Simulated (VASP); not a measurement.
Given:

```
CELL_PARAMETERS angstrom
      0.00000     2.89097     2.89097
      2.89097     0.00000     2.89097
      2.89097     2.89097     0.00000
ATOMIC_POSITIONS crystal
  Tl 0.00000 0.00000 0.00000
  As 0.50000 0.50000 0.50000
```

These are PBEsol GGA, VASP's PBE PAW potentials (set 64) (plane waves; VASP 6.6.1) values and carry that method's errors. Numerical set-up: 400 eV cut-off, 12×12×12 Γ-centred mesh, tetrahedra with Blöchl corrections, potentials Tl_d As.

Unless said otherwise, spin-orbit coupling is left out, though it shifts the bands of the heavy elements here.

Task: Predict the energy per atom (σ→0), band gap (on the k-mesh) with the smallest direct gap where there is one.

Result: 
```json
{
  "band gap (on the k-mesh)": "none (metal, semimetal or under 0.01 eV)",
  "energy per atom (σ→0)": "-3.659 eV/atom"
}
```

Only differences to runs with the same potentials and settings are physical.

The structure was generated: TlAs was put into the rock salt type (Fm-3m), which need not be its known phase. It was relaxed first.
